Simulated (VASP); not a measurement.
Ti:

```
Ti
1.0
     2.67171    0.00000    0.00000
     0.00000    2.67171    0.00000
     0.00000    0.00000    2.67171
Ti
1
Direct
  0.00000 0.00000 0.00000
```

The cell was built by a generator and needn't be a form met in nature.

```yaml
Program: VASP 6.6.1
Task: relaxation of cell and atoms
Functional: LDA
Potentials_or_basis: VASP PAW LDA potentials, release 64 (Ti_sv)
Cutoff: 600 eV
k_mesh: 12 × 12 × 12
Occupations: fermi-dirac, width 0.1 eV
Spin: no spin polarisation
```

At the start: pressure -9.6 GPa; volume 19.07 Å³/atom.

How do energy, volume and symmetry change on relaxing?

Over 3 steps the energy falls by 77.9 meV/atom and the volume is 16.69 Å³/atom (-12.5 %); space group Pm-3m (No. 221, to 0.05 Å).

Step by step:
```tsv
step	energy change (eV)	largest force (eV/Å)	pressure (GPa)	volume (Å³)
1	0.0000	0.0000	-9.55	19.07
2	-0.0716	0.0000	3.45	16.10
3	-0.0779	0.0000	0.04	16.69
```

Final structure:
```cif
data_structure
_symmetry_space_group_name_H-M 'P 1'
_symmetry_Int_Tables_number 1
_cell_length_a 2.5555
_cell_length_b 2.5555
_cell_length_c 2.5555
_cell_angle_alpha 90.000
_cell_angle_beta 90.000
_cell_angle_gamma 90.000
_cell_volume 16.69
loop_
_atom_site_label
_atom_site_type_symbol
_atom_site_fract_x
_atom_site_fract_y
_atom_site_fract_z
_atom_site_occupancy
Ti1 Ti 0.00000 0.00000 0.00000 1
```
